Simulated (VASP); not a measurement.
**LiAl3 (space group I4/mmm): computed properties**

Method: PBEsol GGA, VASP's PBE PAW potentials (set 64) (plane waves; VASP).

For LiAl$_{3}$, the space group is I4/mmm (139) and the cell comes out as a = b = 4.006 Å, c = 8.028 Å, α = β = γ = 90.00°. The volume per atom comes out as 16.10 Å³/atom, the band gap (over mesh and band path) is none (metal, semimetal or under 0.01 eV) and the density is 2.27 g/cm³.

```cif
data_Al6Li2
_chemical_formula_sum 'Li2 Al6'
_space_group_name_H-M_alt 'I4/mmm'
_space_group_IT_number 139
_space_group_name_Hall '-I 4 2'
_cell_length_a 4.00566
_cell_length_b 4.00566
_cell_length_c 8.02794
_cell_angle_alpha 90.000
_cell_angle_beta 90.000
_cell_angle_gamma 90.000
loop_
_atom_site_label
_atom_site_type_symbol
_atom_site_symmetry_multiplicity
_atom_site_Wyckoff_symbol
_atom_site_fract_x
_atom_site_fract_y
_atom_site_fract_z
_atom_site_occupancy
Li1 Li 2 a 0.00000 0.00000 0.00000 1
Al1 Al 4 d 0.00000 0.50000 0.25000 1
Al2 Al 2 b 0.00000 0.00000 0.50000 1
```
(The calculation used a cell of 4 atoms; values per cell refer to that cell.)

The structure comes from a computed database's LiAl3 entry (I4/mmm); how it stands against other phases isn't given here. It was relaxed first. Symmetry was kept, so distortions that lower it aren't found.
